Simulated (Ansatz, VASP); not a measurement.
# Al3BPN3 in two plane-wave programs, part 3 of 3

Aim: how closely do two programs agree when they are given the same cell, functional and k mesh? The cell is generated by rule, not measured, and may not be a known phase. The cell is taken from a series of runs on this material, whose earlier steps may have relaxed, scaled, displaced or heated it; both programs get it as it stands.

VASP 6.6.1 and Ansatz 0.2.0.

So far: Starting point; Ansatz: zone-centre phonons, PBEsol; VASP: zone-centre phonons, PBEsol.

## (3) VASP: zone-centre phonons, PBEsol (continued)

Level of this step: PBEsol; plane waves and PAW (Al, B, N, P); invented cell (VASP).

Numbers of over 12 decimals in the logs are rounded to 6 here.

OUTCAR, selected parts (step 3):

```text
ion  position               nearest neighbor table
   1  0.500  0.500  0.280-   5 1.88   5 1.88   8 2.31   8 2.31   2 3.07   2 3.07   2 3.07   2 3.07

  LATTYP: Found a simple orthorhombic cell.
 ALAT       =     3.0254240774
 B/A-ratio  =     1.0445853088
 C/A-ratio  =     3.0172421729

 Subroutine GETGRP returns: Found  4 space group operations
 (whereof  4 operations were pure point group operations)

The static configuration has the point symmetry C_2v.

 Found    147 irreducible k-points:

   k-points           NKPTS =    147   k-points in BZ     NKDIM =    147   number of bands    NBANDS=     24

   dimension x,y,z NGX =    28 NGY =   24 NGZ =   80
   dimension x,y,z NGXF=    56 NGYF=   48 NGZF=  160

   ENCUT  =  600.0 eV  44.10 Ry    6.64 a.u.   6.31  6.04 18.23*2*pi/ulx,y,z

   NELECT =      32.0000    total number of electrons

 k-points in reciprocal lattice and weights: Automatic mesh
   0.00000000  0.00000000  0.00000000       0.002
   0.08333333  0.00000000  0.00000000       0.003
   0.16666667  0.00000000  0.00000000       0.003
   0.25000000  0.00000000  0.00000000       0.003
   0.33333333  0.00000000  0.00000000       0.003
   0.41666667  0.00000000  0.00000000       0.003
   0.50000000  0.00000000  0.00000000       0.002
   0.00000000  0.08333333  0.00000000       0.003
   0.08333333  0.08333333  0.00000000       0.007
[...]
-----------------------------------------------------------------------------------
    total drift:                                0.000000     -0.000000     -0.000231

 Eigenvectors and eigenvalues of the dynamical matrix
 ----------------------------------------------------

   1 f  =   24.563985 THz   154.340069 2PiTHz  819.366339 cm-1   101.588433 meV
             X         Y         Z           dx          dy          dz
      0.047691  2.186989  2.554876    -0.000000   -0.000000    0.042413
      0.000000  0.000000  4.709254    -0.000000   -0.000000    0.214203
      0.047691  2.186989  6.900733    -0.000000   -0.000000   -0.118014
      0.000000  0.000000  8.796019    -0.000000   -0.000000   -0.695962
     -1.069649  1.069649  3.580576    -0.000000   -0.000000   -0.274100
      1.117340  1.117340  5.773881     0.000000    0.000000   -0.133254
     -1.069649  1.069649  7.953455     0.000000    0.000000    0.577069
      1.117340  1.117340  0.809174     0.000000    0.000000    0.167726

   2 f  =   23.595376 THz   148.254122 2PiTHz  787.057034 cm-1    97.582592 meV
             X         Y         Z           dx          dy          dz
      0.047691  2.186989  2.554876    -0.017698   -0.017698    0.000000
      0.000000  0.000000  4.709254    -0.004974   -0.004974   -0.000000
      0.047691  2.186989  6.900733    -0.123183   -0.123183    0.000000
      0.000000  0.000000  8.796019    -0.567301   -0.567301    0.000000
     -1.069649  1.069649  3.580576    -0.011417   -0.011417    0.000000
      1.117340  1.117340  5.773881     0.019202    0.019202   -0.000000
     -1.069649  1.069649  7.953455     0.308846    0.308846   -0.000000
      1.117340  1.117340  0.809174     0.258403    0.258403   -0.000000

   3 f  =   22.199863 THz   139.485852 2PiTHz  740.507717 cm-1    91.811214 meV
             X         Y         Z           dx          dy          dz
      0.047691  2.186989  2.554876     0.000000    0.000000    0.228485
      0.000000  0.000000  4.709254    -0.000000   -0.000000    0.172259
      0.047691  2.186989  6.900733     0.000000    0.000000   -0.368439
      0.000000  0.000000  8.796019    -0.000000   -0.000000    0.304762
     -1.069649  1.069649  3.580576    -0.000000   -0.000000   -0.659066
      1.117340  1.117340  5.773881     0.000000    0.000000    0.486742
     -1.069649  1.069649  7.953455    -0.000000   -0.000000    0.047527
      1.117340  1.117340  0.809174     0.000000    0.000000   -0.126296

   4 f  =   20.744551 THz   130.341855 2PiTHz  691.963723 cm-1    85.792529 meV
             X         Y         Z           dx          dy          dz
      0.047691  2.186989  2.554876     0.363815    0.363815   -0.000000
      0.000000  0.000000  4.709254     0.020197    0.020197   -0.000000
      0.047691  2.186989  6.900733     0.035934    0.035934   -0.000000
      0.000000  0.000000  8.796019    -0.026984   -0.026984   -0.000000
     -1.069649  1.069649  3.580576    -0.597480   -0.597480    0.000000
      1.117340  1.117340  5.773881     0.061584    0.061584    0.000000
     -1.069649  1.069649  7.953455    -0.061461   -0.061461    0.000000
      1.117340  1.117340  0.809174     0.025680    0.025680   -0.000000

   5 f  =   20.386895 THz   128.094642 2PiTHz  680.033632 cm-1    84.313387 meV
             X         Y         Z           dx          dy          dz
      0.047691  2.186989  2.554876     0.043150    0.043150    0.000000
      0.000000  0.000000  4.709254    -0.021569   -0.021569    0.000000
      0.047691  2.186989  6.900733    -0.354473   -0.354473    0.000000
      0.000000  0.000000  8.796019     0.265229    0.265229    0.000000
     -1.069649  1.069649  3.580576    -0.060257   -0.060257   -0.000000
      1.117340  1.117340  5.773881     0.075247    0.075247   -0.000000
     -1.069649  1.069649  7.953455     0.504286    0.504286   -0.000000
      1.117340  1.117340  0.809174    -0.195135   -0.195135   -0.000000

   6 f  =   20.383796 THz   128.075166 2PiTHz  679.930236 cm-1    84.300567 meV
             X         Y         Z           dx          dy          dz
      0.047691  2.186989  2.554876     0.000000    0.000000   -0.094119
      0.000000  0.000000  4.709254    -0.000000   -0.000000   -0.453300
      0.047691  2.186989  6.900733    -0.000000   -0.000000   -0.244388
      0.000000  0.000000  8.796019     0.000000    0.000000   -0.253108
     -1.069649  1.069649  3.580576    -0.000000   -0.000000    0.383769
      1.117340  1.117340  5.773881     0.000000    0.000000    0.699638
     -1.069649  1.069649  7.953455     0.000000    0.000000    0.145712
      1.117340  1.117340  0.809174    -0.000000   -0.000000    0.062183

   7 f  =   19.840963 THz   124.664450 2PiTHz  661.823301 cm-1    82.055595 meV
             X         Y         Z           dx          dy          dz
      0.047691  2.186989  2.554876     0.001131   -0.001131   -0.000000
      0.000000  0.000000  4.709254    -0.043532    0.043532   -0.000000
      0.047691  2.186989  6.900733    -0.364768    0.364768   -0.000000
      0.000000  0.000000  8.796019     0.013774   -0.013774   -0.000000
     -1.069649  1.069649  3.580576    -0.035960    0.035960    0.000000
      1.117340  1.117340  5.773881     0.602809   -0.602809    0.000000
     -1.069649  1.069649  7.953455    -0.013663    0.013663    0.000000
      1.117340  1.117340  0.809174    -0.000001    0.000001    0.000000

   8 f  =   19.370139 THz   121.706173 2PiTHz  646.118290 cm-1    80.108422 meV
             X         Y         Z           dx          dy          dz
      0.047691  2.186989  2.554876    -0.044121    0.044121    0.000000
      0.000000  0.000000  4.709254    -0.393251    0.393251   -0.000000
      0.047691  2.186989  6.900733     0.006626   -0.006626   -0.000000
      0.000000  0.000000  8.796019    -0.010080    0.010080   -0.000000
     -1.069649  1.069649  3.580576     0.585406   -0.585406    0.000000
      1.117340  1.117340  5.773881     0.010541   -0.010541   -0.000000
     -1.069649  1.069649  7.953455    -0.013456    0.013456    0.000000
      1.117340  1.117340  0.809174     0.016400   -0.016400   -0.000000

   9 f  =   19.281783 THz   121.151013 2PiTHz  643.171039 cm-1    79.743010 meV
             X         Y         Z           dx          dy          dz
      0.047691  2.186989  2.554876    -0.022579   -0.022579    0.000000
      0.000000  0.000000  4.709254    -0.360490   -0.360490    0.000000
      0.047691  2.186989  6.900733    -0.017036   -0.017036    0.000000
      0.000000  0.000000  8.796019    -0.017885   -0.017885    0.000000
     -1.069649  1.069649  3.580576     0.045812    0.045812   -0.000000
      1.117340  1.117340  5.773881     0.598110    0.598110   -0.000000
     -1.069649  1.069649  7.953455    -0.094265   -0.094265   -0.000000
      1.117340  1.117340  0.809174     0.014374    0.014374   -0.000000

  10 f  =   18.710131 THz   117.559223 2PiTHz  624.102806 cm-1    77.378851 meV
             X         Y         Z           dx          dy          dz
      0.047691  2.186989  2.554876    -0.000000    0.000000   -0.025988
      0.000000  0.000000  4.709254     0.000000    0.000000    0.044394
      0.047691  2.186989  6.900733    -0.000000   -0.000000   -0.328108
      0.000000  0.000000  8.796019     0.000000   -0.000000    0.390994
     -1.069649  1.069649  3.580576    -0.000000    0.000000    0.331941
      1.117340  1.117340  5.773881    -0.000000   -0.000000   -0.221036
     -1.069649  1.069649  7.953455     0.000000    0.000000    0.623060
      1.117340  1.117340  0.809174     0.000000   -0.000000   -0.435404

  11 f  =   15.035633 THz    94.471666 2PiTHz  501.534721 cm-1    62.182352 meV
             X         Y         Z           dx          dy          dz
      0.047691  2.186989  2.554876     0.000000   -0.000000   -0.589487
      0.000000  0.000000  4.709254     0.000000    0.000000    0.480560
      0.047691  2.186989  6.900733    -0.000000   -0.000000   -0.439021
      0.000000  0.000000  8.796019     0.000000   -0.000000    0.110539
    [... 145 further lines ...]
     -1.069649  1.069649  7.953455     0.205706   -0.205706   -0.000000
      1.117340  1.117340  0.809174     0.306876   -0.306876   -0.000000

 ELASTIC MODULI CONTR FROM IONIC RELAXATION (kBar)
 Direction    XX          YY          ZZ          XY          YZ          ZX
 --------------------------------------------------------------------------------
 XX         -59.9650    -59.9650     23.6097     30.9666      0.0000      0.0000
 YY         -59.9650    -59.9650     23.6097     30.9666      0.0000      0.0000
 ZZ          23.6097     23.6097    -45.3560     32.4051      0.0000     -0.0000
 XY          30.9666     30.9666     32.4051   -498.3787     -0.0000      0.0000
 YZ           0.0000      0.0000      0.0000     -0.0000   -688.5875     86.4879
 ZX           0.0000      0.0000     -0.0000      0.0000     86.4879   -747.5307
 --------------------------------------------------------------------------------
```

## (4) Comparison

Known differences besides the potentials themselves: the cutoff is 420 eV in Ansatz and 600 eV in VASP; Ansatz makes its cores anew for this functional, VASP keeps those of its PBE data sets. Total energies have different zeros and are not compared.

Both answers:

```tsv
quantity	Ansatz	VASP	difference
optical mode 1 (cm⁻¹)	88.0	109.4	-19.57 %
optical mode 2 (cm⁻¹)	178.3	178.7	-0.26 %
optical mode 3 (cm⁻¹)	203.3	204.5	-0.61 %
optical mode 4 (cm⁻¹)	239.1	240.2	-0.44 %
optical mode 5 (cm⁻¹)	243.3	243.9	-0.23 %
optical mode 6 (cm⁻¹)	306.8	307.5	-0.23 %
optical mode 7 (cm⁻¹)	329.4	330.1	-0.20 %
optical mode 8 (cm⁻¹)	340.8	341.8	-0.29 %
optical mode 9 (cm⁻¹)	340.9	342.1	-0.35 %
optical mode 10 (cm⁻¹)	395.7	396.2	-0.12 %
optical mode 11 (cm⁻¹)	500.6	501.5	-0.19 %
optical mode 12 (cm⁻¹)	623.1	624.1	-0.16 %
optical mode 13 (cm⁻¹)	639.5	643.2	-0.58 %
optical mode 14 (cm⁻¹)	642.2	646.1	-0.60 %
optical mode 15 (cm⁻¹)	657.8	661.8	-0.61 %
optical mode 16 (cm⁻¹)	677.0	679.9	-0.44 %
optical mode 17 (cm⁻¹)	677.5	680.0	-0.38 %
optical mode 18 (cm⁻¹)	687.9	692.0	-0.59 %
optical mode 19 (cm⁻¹)	739.1	740.5	-0.19 %
optical mode 20 (cm⁻¹)	787.0	787.1	-0.01 %
optical mode 21 (cm⁻¹)	819.1	819.4	-0.03 %
```

Modes are paired by rising frequency, not by their patterns, so a pair may set unlike modes beside each other; they are those without the splitting of longitudinal modes.

## (5) Results

```json
{"r.m.s. difference of the optical zone-centre modes, each program's sorted by frequency (zone-centre phonons, PBEsol)": "5.1 cm⁻¹", "difference in optical mode 1 (zone-centre phonons, PBEsol)": "-19.6 %"}
```

**Reading.** The r.m.s. difference of the optical zone-centre modes, each program's sorted by frequency is 5.1 cm⁻¹ (zone-centre phonons, PBEsol). Among the rows given in per cent, the largest difference of the zone-centre phonons, PBEsol pair is in optical mode 1, -19.6 %. What causes the difference of the zone-centre phonons, PBEsol pair stays open here. How closely two codes agree says nothing of how well the functional describes the real material.

[Lines on the potential files, build, host, timing and source positions are cut from VASP's logs without a mark.]

[Logs are printed without paths, hosts, clocks, repeated set-up lines and the standing remarks that a program may print on its own settings, such as how far it seeks lower states.]

[Hosts, paths, dates, database ids (printed as entryN), source tags and the programs' standing remarks are cut or masked in the printed files.]
